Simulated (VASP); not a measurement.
An input for Quantum ESPRESSO's pw.x (written as the equivalent of a VASP run, and not itself run):

```
&CONTROL
  calculation = 'scf'
  pseudo_dir = './pseudo'
  outdir = './out'
  tprnfor = .true.
  tstress = .true.
/
&SYSTEM
  ibrav = 0
  nat = 2
  ntyp = 2
  ecutwfc = 60.3
  occupations = 'tetrahedra'
  input_dft = 'vdw-df-obk8'
/
&ELECTRONS
  conv_thr = 7.3e-09
  electron_maxstep = 100
/
ATOMIC_SPECIES
  Tl 204.380 Tl.upf
  Cl 35.450 Cl.upf
CELL_PARAMETERS angstrom
     3.8361607   -0.0000000   -0.0000000
     0.0000000    3.8361607   -0.0000000
    -0.0000000    0.0000000    3.8361607
ATOMIC_POSITIONS crystal
  Tl   0.0000000  0.0000000  0.0000000
  Cl   0.5000000  0.5000000  0.5000000
K_POINTS automatic
  8 8 8 0 0 0
```

Problem. Write the VASP files for the same calculation (optB88-vdW).

Solution. One answer among several that fit: 
File POSCAR:
```
TlCl
1
    3.8361607140    -0.0000000000    -0.0000000000
    0.0000000000     3.8361607140    -0.0000000000
   -0.0000000000     0.0000000000     3.8361607140
Tl Cl
1 1
Direct
  0.0000000000   0.0000000000   0.0000000000
  0.5000000000   0.5000000000   0.5000000000
```

### INCAR
```
! general
SYSTEM   = TlCl
PREC     = Accurate
ENCUT    = 520
LREAL    = .FALSE.
LASPH    = .TRUE.

! electronic loop
EDIFF    = 1E-7
NELM     = 100
ALGO     = Normal
LMAXMIX  = 4

! smearing
ISMEAR   = -5

! functional
GGA      = BO
LUSE_VDW = .TRUE.
AGGAC    = 0.0
PARAM1   = 0.1833333333
PARAM2   = 0.22

! ions
ISIF     = 2

! output
LWAVE    = .FALSE.
LCHARG   = .TRUE.
LORBIT   = 11
NEDOS    = 601
```

### KPOINTS
```
kpoints
0
G
8 8 8
0 0 0
```

POTCAR, in this order: Tl_d Cl (PBE.64 set). Program: vasp_std.

Limits of the translation: the potentials are each code's own (VASP's PAW set, PseudoDojo norm-conserving files in pw.x), so ENCUT and ecutwfc are chosen apart and not converted; conv_thr bounds pw.x's estimated SCF error, while EDIFF bounds the energy change between steps.

The compound is TlCl in the CsCl type structure. It was relaxed first.
